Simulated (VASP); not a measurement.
All values below come from PBEsol GGA, VASP's PBE PAW potentials (set 64) (plane waves; VASP 6.6.1).

A VASP calculation is set up with these files.

**POSCAR**
```
Ni3Si(100) slab
1.0
  3.4613064493   0.0000000000   0.0000000000
  0.0000000000   3.4613064493   0.0000000000
  0.0000000000   0.0000000000  25.1758272511
Si Ni
3 9
Cartesian
  0.0000000000   0.0000000000   8.2612714817
  0.0000000000   0.0000000000  11.7225952671
  0.0000000000   0.0000000000  15.1838938767
  1.7306532246   1.7306532246   8.2612714817
  0.0000000000   1.7306532246   9.9919333744
  1.7306532246   0.0000000000   9.9919333744
  1.7306532246   1.7306532246  11.7225952671
  0.0000000000   1.7306532246  13.4532319840
  1.7306532246   0.0000000000  13.4532319840
  1.7306532246   1.7306532246  15.1838938767
  0.0000000000   1.7306532246  16.9145557694
  1.7306532246   0.0000000000  16.9145557694
```

### INCAR
```
SYSTEM=Ni3Si(100) slab
PREC=Normal; ENCUT=400; LREAL=.FALSE.
LASPH=.TRUE.
EDIFF=1E-5; NELM=100; NELMIN=4
ALGO=Normal; LMAXMIX=4
ISMEAR=1; SIGMA=0.1
GGA=PS
IBRION=2; NSW=50; ISIF=2
EDIFFG=-0.03
LWAVE=.TRUE.; LCHARG=.FALSE.
DIPOL=0.5 0.5 0.5
LDIPOL=.TRUE.; IDIPOL=3
```

File KPOINTS:
```
Automatic mesh
0
Gamma
8 8 1
0 0 0
```

POTCAR, in this order: Si Ni (PBE.64 set). Program: vasp_std.

Problem. What will the output report for the number of irreducible k-points (NKPTS), largest plane-wave count, number of space-group operations, FFT grid (NGX, NGY, NGZ)?

Solution. 
number of irreducible k-points (NKPTS): 15
largest plane-wave count: 5507
number of space-group operations: 8
FFT grid (NGX, NGY, NGZ): 18 × 18 × 126

The cell is a thin slab with vacuum, built from Ni3Si (L1_2): (100) face. The run is not spin-polarised, so no magnetic state was tried.
